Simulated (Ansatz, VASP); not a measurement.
## SnTe in two plane-wave programs

Aim: how closely do two programs agree when they are given the same cell, functional and k mesh? The structure shown is the end of the Ansatz relaxation below.

Program: Ansatz 0.2.0. Level of theory: plane waves, with VASP 6.6.1 beside it; single point at LDA. Results are calculated unless marked as measured.

### Step 1. The starting structure

It takes space group Immm (No. 71, orthorhombic). The conventional cell has a = 4.321 Å, b = 4.464 Å, c = 6.236 Å, α = 90.00°, β = 90.00°, γ = 90.00°. Sn has 6 Te at 3.11 to 3.12 Å nearest. Nearest to Te lie 6 Sn at 3.11 to 3.12 Å. Farther neighbours and most contacts between anions are not listed.

### Step 2. Ansatz: relaxation, LDA

Ansatz runs on its PAW soft_1 files.

This run makes the geometry at which the two programs are then compared.

input.yaml

```yaml
crystal:
  lattice:
    - [-0.0407536157, 3.0962419392, 3.118041698]
    - [3.0962419392, -0.0407536157, 3.118041698]
    - [3.0554883235, 3.0554883235, 0.0]
  atoms:
    - { symbol: Sn, position: [0.0, 0.0, 0.0] }
    - { symbol: Te, position: [0.5, 0.5, 0.5] }
  conventional_axes: [[0, 0, 1], [1, -1, 0], [1, 1, -1]]
kpoints:
  mp_grid: { grid: [12, 12, 12] }
hamiltonian:
  xc: lda
  pseudopotentials: { kind: paw, azcp: { folder: soft_1 }, xc_functional: pbe }
scf:
  occupations: { method: gaussian, width: 0.01 }
output:
  forces: true
  stress: true
  eigenvalues: true
relax:
  adjacent_minimum: "off"
  f_tol: 0.001
  max_steps: 60
  cell: { stress_tol: 0.01, fix: [a, angles] }
```

Run with:

```
> ansatz run input.yaml --threads 4 --pin off --max-ram 10240MiB --backend cpu --events-out ev --progress --plain --runs-dir out
```

Numbers of over 12 decimals in the logs are rounded to 6 here.

The log of the run:

```text
Engine: ansatz 0.2.0, aarch64-unknown-linux-gnu
Pseudopotentials: kind: paw
Pseudopotential: Sn, paw, valence charge 14, recommended cutoff 420 eV (normal), soft_1/Sn.paw.azcp
Pseudopotential: Te, paw, valence charge 16, recommended cutoff 420 eV (normal), soft_1/Te.paw.azcp
Functional definition: SPW92
  exchange = slater_x
  correlation = pw_c
Crystal: 2 atoms, lattice volume = 59.773 Å³
Basis set: ecut = 420 eV, 1203 PW (Γ)
Bands: 19, of which v1, the nominal top of the filled ones, is band 15 counted from 1 (14 counted from 0)
Symmetry: 8 space group operations
Space group: Immm (ITA 71), of the structure as read, at distance tolerance 3.9e-5 Å
k-points: 280 of 1728
Non-local potential: Sn, projectors of the file, l = 0: 2, l = 1: 2, l = 2: 2, l = 3: 1
Non-local potential: Te, projectors of the file, l = 0: 2, l = 1: 2, l = 2: 2, l = 3: 1
PAW form: soft (Blöchl's): semilocal exchange-correlation on the pseudo side does not see the compensation charge
PAW frozen core: Sn, regenerated for the run's functional, and the local potential with it (the file was generated under x = pbe(κ = 0.804, μ = 0.219515), c = pbe(β = 0.066725))
PAW frozen core: Te, regenerated for the run's functional, and the local potential with it (the file was generated under x = pbe(κ = 0.804, μ = 0.219515), c = pbe(β = 0.066725))
PAW one-centre angular grid: Sn, 590 points (default); XC on 64 Gauss nodes
PAW one-centre angular grid: Te, 590 points (default); XC on 64 Gauss nodes
Initial density: superposition of atomic densities (chi_scale 0.1, normalization cell, long waves kept (reshape's long-wave potential 0.00 eV rms))
Initial wavefunctions: pseudopotential atomic-orbital guess
Functional: x = slater, c = lda
SCF iter   1: F=—  HF=-12707.418707 eV  |F-HF|=—  |Δ(HF+E_count)|=         —  Δρ=1.08e-2  dr2=7.19e-2  ethr=3.10e-3  ⟨swp⟩=7.6  Hψ=32062  notcnv=0
preconditioner: auto → none  [insulator: Δε(μ)=0.113 eV  Ē_g=8.909 eV  σ=0.010 eV  W_gap=1.00  n_scr=14 (ndim 8)  ℏωp=15.2 eV  f_vac=0.000  D(μ)=0.00/eV (n_scr^D=0)  ε∞_Penn≈3.9]
SCF iter   2: F=—  HF=-12707.406842 eV  |F-HF|=—  |Δ(HF+E_count)|=   1.19e-2  Δρ=5.10e-3  dr2=1.70e-2  ethr=2.40e-4  ⟨swp⟩=2.1  Hψ=9153  notcnv=0
SCF iter   3: F=—  HF=-12707.405237 eV  |F-HF|=—  |Δ(HF+E_count)|=   1.60e-3  Δρ=3.65e-4  dr2=5.85e-5  ethr=5.68e-5  ⟨swp⟩=2.6  Hψ=7786  notcnv=0
SCF iter   4: F=—  HF=-12707.405255 eV  |F-HF|=—  |Δ(HF+E_count)|=   1.77e-5  Δρ=1.16e-4  dr2=3.20e-6  ethr=1.95e-7  ⟨swp⟩=2.1  Hψ=10007  notcnv=0
SCF iter   5: F=—  HF=-12707.405256 eV  |F-HF|=—  |Δ(HF+E_count)|=   6.92e-7  Δρ=3.19e-5  dr2=5.38e-7  ethr=1.07e-8  ⟨swp⟩=2.0  Hψ=8104  notcnv=0
SCF iter   6: F=-12707.405255 eV  HF=-12707.405255 eV  |F-HF|=4.57e-9  |Δ(HF+E_count)|=   3.43e-7  Δρ=4.25e-6  dr2=5.47e-9  ethr=3.33e-10  ⟨swp⟩=6.8  Hψ=27928  notcnv=0
SCF 1 converged in 6 iterations: F = -12707.405255 eV  dr2 = 5.47e-9
  greatest PAW one-centre occupation: 0.999 electrons in one spin orbital (limit 2), on the Te atom at site 1 (counted from 0), in its partial waves of l = 2
relax step   1: F+E_penalty+E_count = -12707.40525531 eV  Δ(F+E_penalty+E_count) = +0.000e0 eV  max|allowed force component| = 1.341e-29 eV/Å  Δτ_max = 0.0000 Å  P = +0.732 GPa  Ω = 59.773 Å³  fix = [a, alpha, beta, gamma]  reactions: a +1.563 GPa  (6 SCF iters, dr2 threshold 1.00e-7 eV, accepted)
[...]
relax step   2: F+E_penalty+E_count = -12707.40581640 eV  Δ(F+E_penalty+E_count) = -5.611e-4 eV  max|allowed force component| = 3.155e-30 eV/Å  Δτ_max = 0.0000 Å  P = +0.299 GPa  Ω = 60.254 Å³  energy of the carried Pulay correction = -8.192e-5 eV  fix = [a, alpha, beta, gamma]  reactions: a +1.088 GPa  (6 SCF iters, dr2 threshold 2.00e-7 eV, accepted)
[...]
relax step   3: F+E_penalty+E_count = -12707.40588328 eV  Δ(F+E_penalty+E_count) = -6.688e-5 eV  max|allowed force component| = 6.705e-30 eV/Å  Δτ_max = 0.0000 Å  P = +0.394 GPa  Ω = 60.146 Å³  energy of the carried Pulay correction = -6.357e-5 eV  fix = [a, alpha, beta, gamma]  reactions: a +1.183 GPa  (6 SCF iters, dr2 threshold 6.09e-8 eV, accepted)
[...]
relax step   4: F+E_penalty+E_count = -12707.40594890 eV  Δ(F+E_penalty+E_count) = -6.562e-5 eV  max|allowed force component| = 7.100e-30 eV/Å  Δτ_max = 0.0000 Å  P = +0.394 GPa  Ω = 60.146 Å³  fix = [a, alpha, beta, gamma]  reactions: a +1.183 GPa  stress off target by 2.50e-3 GPa on what of the cell is left free  SCF on the basis re-selected at this cell (its energy is not comparable with the rows above)  (9 SCF iters)
basis re-selected at this cell: Δ(F+E_penalty+E_count) = -6.562e-5 eV, ΔP = +0.000 GPa vs the last step (what re-selecting the basis moved, of the pressure what is left beyond the Pulay correction that the steps carried, after the strain that the cell walked since its last selection, with what the two solves' SCF thresholds leave and, on support functions, any second-order correction that the steps lacked; it is no m [...]
SCF converged after 9 iterations
Free energy (F): -12707.405949 eV
Harris-Foulkes:  -12707.405949 eV  (|F-HF|=1.82e-12)
Internal energy: -12707.405949 eV  (E = F + TS)
E sigma→0 (E₀):  -12707.405949 eV
Fermi energy:    9.982353 eV
--- Per-component energies (eV) ---
  E_band       = -345.223488
  E_kinetic    = 342.110845
  E_local      = -2631.821916  (includes V_loc(G=0)·N_el)
  E_nonlocal   = 221.453023
  E_hartree    = 1314.942377
  E_xc         = -247.770825
  E_vxc        = -184.542445  (∫ρ·V_xc dr)
  E_paw        = -8743.103498  (= ΣΔE_a)
  E_vpaw       = -722.308097  (= ΣTr[D̂ρ^β])
  E_aug_tail   = 0.000347  (compensation charges beyond the density's cutoff)
  E_ewald      = -2964.319837
  E_core_change = 1.103533  (= ΣΔE_core)
  E_smearing   = -0.000000  (= −TS)
  E_closure    = 0.000000  (closes the sum)
  Σ components = -12707.405949   (vs F -12707.405949, Δ=0.00e0)
--- Forces (eV/Å), atoms counted from 1 ---
  atom   1  Sn    -0.00000000    -0.00000000     0.00000000
  atom   2  Te     0.00000000     0.00000000     0.00000000
  max |Σ_I F_I| component: 1.25e-29 eV/Å
--- Stress (GPa, compression-positive) ---
        0.590318       0.592818       0.000000
        0.592818       0.590318      -0.000000
        0.000000      -0.000000       0.001173
  P = ⅓ Tr σ = 0.3939 GPa (3.939 kbar)
--- Band table (eV; the first three rows and the last of 280) ---
  k-point 0: bands = [... 11 lower, 5.2756, 7.5808, 7.7769, 7.9007, 13.2794, 13.3397, 13.4395, 14.5452]
  k-point 1: bands = [... 11 lower, 4.9112, 7.5944, 7.8171, 8.1183, 12.9416, 12.9828, 13.0572, 14.7001]
  k-point 2: bands = [... 11 lower, 4.1122, 7.6391, 7.8429, 8.5828, 12.2177, 12.2692, 12.2849, 14.7184]
  k-point 279: bands = [... 11 lower, 3.3722, 4.1442, 5.9016, 6.2541, 12.0473, 14.9757, 15.1000, 16.5173]
--- Relaxed structure (3 steps of the walk, 3 accepted, 1 SCFs on fresh bases) ---
  F+E_penalty+E_count = -12707.40594890 eV   max|allowed force component| = 7.100e-30 eV/Å   (the final SCF, on the basis selected at the relaxed cell)
  cell:  # Å, volume = 60.1457 Å³
    - [-0.050455, 3.105943, 3.118189]
    - [3.105943, -0.050455, 3.118189]
    - [3.055488, 3.055488, 0.0]
  atoms:
    - { symbol: Sn, position: [0, 0, 0] }
    - { symbol: Te, position: [0.5, 0.5, 0.5] }
```

### Step 3. VASP: single point, LDA, pair 1

The same cell, functional (in two slightly different forms), mesh and smearing now go to VASP, with its own data sets.

Lines of VASP's logs that name or quote its potential files are left out, and so is its time.

INCAR

```
SYSTEM = SnTe
PREC = Accurate
ENCUT = 500
EDIFF = 1E-06
NELM = 120
ISMEAR = 0
SIGMA = 0.01
LREAL = .FALSE.
ALGO = Normal
GGA = CA
NBANDS = 16
LORBIT = 11
LWAVE = .FALSE.
LCHARG = .FALSE.
ISIF = 2
LASPH = .TRUE.
GGA_COMPAT = .FALSE.
KPAR = 2
```

POSCAR

```
SnTe
1.0
   -0.0504550368      3.1059433603      3.1181893910
    3.1059433603     -0.0504550368      3.1181893910
    3.0554883235      3.0554883235      0.0000000000
Sn Te
1 1
Direct
    0.0000000000      0.0000000000      0.0000000000
    0.5000000000      0.5000000000      0.5000000000
```

KPOINTS

```
Automatic mesh
0
Gamma
12 12 12
0 0 0
```

The projector-augmented-wave data sets are Sn_d and Te (LDA family, release 64).

Run with:

```
> mpirun -np 2 vasp_std
```

The log of the run:

```text
[banner, memory and clock lines left out]
running    2 mpi-ranks, on    1 nodes
 distrk:  each k-point on    1 cores,    2 groups
 distr:  one band on    1 cores,    1 groups

 POSCAR found type information on POSCAR SnTe
 POSCAR found :  2 types and       2 ions
 LDA part: xc-table for (Slater(with rela. corr.)+CA(PZ))
 , standard interpolation
 POSCAR, INCAR and KPOINTS ok, starting setup
 FFT: planning ... GRIDC
 FFT: planning ... GRID_SOFT
 FFT: planning ... GRID
 WAVECAR not read
 entering main loop
       N       E                     dE             d eps       ncg     rms          rms(c)
DAV:   1     0.122453239399E+03    0.12245E+03   -0.94818E+03  9120   0.142E+03
DAV:   2     0.137799967210E+01   -0.12108E+03   -0.11824E+03  9976   0.354E+02
DAV:   3    -0.860214174344E+01   -0.99801E+01   -0.99356E+01 11312   0.880E+01
DAV:   4    -0.887205978631E+01   -0.26992E+00   -0.26987E+00 10816   0.158E+01
DAV:   5    -0.888386669690E+01   -0.11807E-01   -0.11807E-01 13344   0.306E+00    0.505E+00
DAV:   6    -0.883344532928E+01    0.50421E-01   -0.10355E-01 12976   0.237E+00    0.317E+00
DAV:   7    -0.882878223476E+01    0.46631E-02   -0.39614E-02 11944   0.110E+00    0.660E-01
DAV:   8    -0.882782292292E+01    0.95931E-03   -0.66513E-03 11360   0.671E-01    0.146E-01
DAV:   9    -0.882785896303E+01   -0.36040E-04   -0.55400E-04 12688   0.219E-01    0.527E-02
DAV:  10    -0.882783856104E+01    0.20402E-04   -0.66484E-05 11872   0.745E-02    0.239E-02
DAV:  11    -0.882783867462E+01   -0.11358E-06   -0.22974E-05 11912   0.391E-02    0.156E-02
DAV:  12    -0.882783825399E+01    0.42063E-06   -0.22437E-06  9992   0.126E-02
   1 F= -.88278383E+01 E0= -.88278383E+01  d E =-.135623E-11
```

From OUTCAR (step 3):

```text
ion  position               nearest neighbor table
   1  0.000  0.000  0.000-   2 3.11   2 3.11   2 3.11   2 3.11   2 3.12   2 3.12
   2  0.500  0.500  0.500-   1 3.11   1 3.11   1 3.11   1 3.11   1 3.12   1 3.12

  LATTYP: Found a body centered orthorhombic cell.
 ALAT       =     4.3211130268
 B/A-ratio  =     1.0330258417
 C/A-ratio  =     1.4432343573

 Subroutine GETGRP returns: Found  8 space group operations
 (whereof  8 operations were pure point group operations)

The static configuration has the point symmetry D_2h.

 Found    280 irreducible k-points:

   k-points           NKPTS =    280   k-points in BZ     NKDIM =    280   number of bands    NBANDS=     16

   dimension x,y,z NGX =    32 NGY =   32 NGZ =   32
   dimension x,y,z NGXF=    64 NGYF=   64 NGZF=   64

   ENCUT  =  500.0 eV  36.75 Ry    6.06 a.u.   8.02  8.02  7.88*2*pi/ulx,y,z

   NELECT =      20.0000    total number of electrons

 k-points in reciprocal lattice and weights: Automatic mesh
   0.00000000  0.00000000  0.00000000       0.001
   0.08333333  0.00000000  0.00000000       0.002
   0.16666667  0.00000000  0.00000000       0.002
   0.25000000  0.00000000  0.00000000       0.002
   0.33333333  0.00000000  0.00000000       0.002
   0.41666667  0.00000000  0.00000000       0.002
   0.50000000  0.00000000  0.00000000       0.001
   0.08333333  0.08333333  0.00000000       0.001
   0.16666667  0.08333333  0.00000000       0.002
[...]
0.25000000  0.25000000  0.50000000       0.001
  -0.25000000  0.25000000  0.50000000       0.001

 average (electrostatic) potential at core
       1 -99.9332       2 -88.3085

 E-fermi :   7.2588

 k-point     1 :       0.0000    0.0000    0.0000
  band No.  band energies     occupation
    ...
      6      -5.8713      2.00000
      7       2.6037      2.00000
      8       4.8433      2.00000
      9       5.0397      2.00000
     10       5.1637      2.00000
     11      10.5445      0.00000
     12      10.6050      0.00000
     13      10.7049      0.00000
     14      11.7571      0.00000
     15      11.9439      0.00000
    ...

 k-point     2 :       0.0833    0.0000    0.0000
  band No.  band energies     occupation
    ...
      6      -5.8102      2.00000
      7       2.1843      2.00000
      8       4.9702      2.00000
      9       5.1731      2.00000
     10       5.2504      2.00000
     11      10.1902      0.00000
     12      10.2718      0.00000
     13      10.3731      0.00000
     14      11.7959      0.00000
     15      12.0382      0.00000
    ...

 k-point     3 :       0.1667    0.0000    0.0000
  band No.  band energies     occupation
    ...
      6      -5.6309      2.00000
      7       1.3233      2.00000
      8       5.0311      2.00000
      9       5.2051      2.00000
     10       5.8110      2.00000
     11       9.4742      0.00000
     12       9.5810      0.00000
     13       9.6995      0.00000
     14      11.8970      0.00000
     15      12.4312      0.00000
    ...

  Total        0.2394455      0.2394455      0.0169098      0.2217832      0.0000000      0.0000000
  in kB        6.3784099      6.3784099      0.4504478      5.9079155      0.0000000      0.0000000
  external PRESSURE =       4.4024225 kB  Pullay stress =       0.0000000 kB

  energy-cutoff  :      500.00
  volume of cell :       60.15
      direct lattice vectors                 reciprocal lattice vectors
    -0.050455037  3.105943360  3.118189391    -0.158408394  0.158408394  0.160349465
     3.105943360 -0.050455037  3.118189391     0.158408394 -0.158408394  0.160349465
     3.055488324  3.055488324  0.000000000     0.163639964  0.163639964 -0.160349465

 POSITION                                       TOTAL-FORCE (eV/Angst)
 -----------------------------------------------------------------------------------
      0.00000      0.00000      0.00000        -0.000000     -0.000000      0.000000
      3.05549      3.05549      3.11819         0.000000      0.000000     -0.000000
 -----------------------------------------------------------------------------------
    total drift:                                0.000000     -0.000000     -0.000000

  FREE ENERGIE OF THE ION-ELECTRON SYSTEM (eV)
  ---------------------------------------------------
  free  energy   TOTEN  =        -8.8278382540 eV

  energy  without entropy=       -8.8278382540  energy(sigma->0) =       -8.82783825

 total charge
# of ion       s       p       d       tot
------------------------------------------
    1        1.372   0.786   9.989  12.147
    2        1.391   1.977   0.036   3.404
--------------------------------------------------
tot          2.763   2.763  10.025  15.551

[... 3 further parts left out ...]
```

The run ends at a pressure of 0.44 GPa.

### Step 4. Side by side

Known differences besides the potentials themselves: the two LDA forms differ slightly; the data sets hold 30 valence electrons in Ansatz (on its PAW soft_1 files) and 20 in VASP; the cutoff is 420 eV in Ansatz and 500 eV in VASP; VASP's log shows a relativistic correction to its local exchange, Ansatz's none; Ansatz's pressure holds a Pulay correction, VASP's none. Total energies have different zeros and are not compared.

The two programs side by side:

| quantity | Ansatz | VASP | difference |
| --- | --- | --- | --- |
| pressure (GPa) | 0.39 | 0.44 | -0.05 |
| gap on the k mesh (eV) | 0.069 | 0.083 | -0.014 |

A gap on the mesh is an upper bound, since the band edges may lie between its points.

### Step 5. Ansatz: relaxation, LDA

This run makes the geometry at which the two programs are then compared. The cell compared in this pair holds 59.91 Å³, against 60.15 Å³ for the pair before.

The structure compared here is the end of the Ansatz relaxation.

input.yaml, as its differences from that of step 2:

```diff
@@ -2,5 +2,5 @@
   lattice:
-    - [-0.0407536157, 3.0962419392, 3.118041698]
-    - [3.0962419392, -0.0407536157, 3.118041698]
-    - [3.0554883235, 3.0554883235, 0.0]
+    - [-0.0660442629, 3.0903541341, 3.118189391]
+    - [3.0903541341, -0.0660442629, 3.118189391]
+    - [3.0243098712, 3.0243098712, 0.0]
   atoms:
```

Run with:

```
> ansatz run input.yaml --threads 4 --pin off --max-ram 10240MiB --backend cpu --events-out ev --progress --plain --runs-dir out
```

The log of the run:

```text
[...]
Crystal: 2 atoms, lattice volume = 59.532 Å³
Basis set: ecut = 420 eV, 1195 PW (Γ)
Bands: 19, of which v1, the nominal top of the filled ones, is band 15 counted from 1 (14 counted from 0)
Symmetry: 8 space group operations
[...]
k-points: 280 of 1728
[...]
k-point 279: bands = [... 11 lower, 3.4322, 4.1818, 5.8639, 6.3993, 12.1152, 15.0408, 15.2278, 16.5838]
--- Relaxed structure (3 steps of the walk, 3 accepted, 1 SCFs on fresh bases) ---
[...]
cell:  # Å, volume = 59.9065 Å³
    - [-0.075961, 3.100271, 3.118212]
    - [3.100271, -0.075961, 3.118212]
    - [3.0243098712, 3.0243098712, 0.0]
  atoms:
    - { symbol: Sn, position: [0, 0, 0] }
    - { symbol: Te, position: [0.5, 0.5, 0.500000] }
[key lines of the parts left out:]
SCF converged after 9 iterations
Free energy (F): -12707.400233 eV
Fermi energy:    10.022110 eV
P = ⅓ Tr σ = 0.5944 GPa (5.944 kbar)
```

### Step 6. VASP: single point, LDA, pair 2

The same cell, functional (in two slightly different forms), mesh and smearing now go to VASP, with its own data sets.

INCAR is that of step 3.

POSCAR

```
SnTe
1.0
   -0.0759607231      3.1002705943      3.1182119719
    3.1002705943     -0.0759607231      3.1182119719
    3.0243098712      3.0243098712      0.0000000000
Sn Te
1 1
Direct
    0.0000000000      0.0000000000      0.0000000000
    0.5000000000      0.5000000000      0.5000000000
```

KPOINTS is that of step 3.

Run with:

```
> mpirun -np 2 vasp_std
```

The log of the run:

```text
[... set-up lines as in an earlier step ...]
 entering main loop
       N       E                     dE             d eps       ncg     rms          rms(c)
DAV:   1     0.122720603365E+03    0.12272E+03   -0.94905E+03  9104   0.142E+03
DAV:   2     0.145709326867E+01   -0.12126E+03   -0.11845E+03  9832   0.349E+02
DAV:   3    -0.859197832091E+01   -0.10049E+02   -0.99636E+01 11384   0.883E+01
DAV:   4    -0.886569290052E+01   -0.27371E+00   -0.27366E+00 10856   0.159E+01
[...]
DAV:  10    -0.882199410808E+01    0.16126E-04   -0.54480E-05 11712   0.665E-02    0.252E-02
DAV:  11    -0.882199429619E+01   -0.18812E-06   -0.18930E-05 12088   0.363E-02    0.135E-02
DAV:  12    -0.882199391577E+01    0.38043E-06   -0.19620E-06  9056   0.124E-02
   1 F= -.88219939E+01 E0= -.88219939E+01  d E =-.763948E-07
```

From OUTCAR (step 6):

```text
  Total        0.3515710      0.3515710      0.0175342      0.3340353      0.0000000      0.0000000
  in kB        9.4026364      9.4026364      0.4689459      8.9336490      0.0000000      0.0000000
  external PRESSURE =       6.4247396 kB  Pullay stress =       0.0000000 kB

 POSITION                                       TOTAL-FORCE (eV/Angst)
 -----------------------------------------------------------------------------------
      0.00000      0.00000      0.00000        -0.000000     -0.000000     -0.000000
      3.02431      3.02431      3.11821         0.000000      0.000000      0.000000
 -----------------------------------------------------------------------------------
    total drift:                                0.000000     -0.000000     -0.000000

  FREE ENERGIE OF THE ION-ELECTRON SYSTEM (eV)
  ---------------------------------------------------
  free  energy   TOTEN  =        -8.8219939158 eV

  energy  without entropy=       -8.8219938394  energy(sigma->0) =       -8.82199388

[... 1 part as in an earlier step ...]

[... 2 further parts left out ...]
[key lines of the parts left out:]
E-fermi :   7.2890
```

The run ends at a pressure of 0.64 GPa.

(Continued in part 2 of 2.)

[Lines on the potential files, build, host, timing and source positions are cut from VASP's logs without a mark.]

[Logs are printed without paths, hosts, clocks, repeated set-up lines and the standing remarks that a program may print on its own settings, such as how far it seeks lower states.]

[Hosts, paths, dates, database ids (printed as entryN), source tags and the programs' standing remarks are cut or masked in the printed files.]
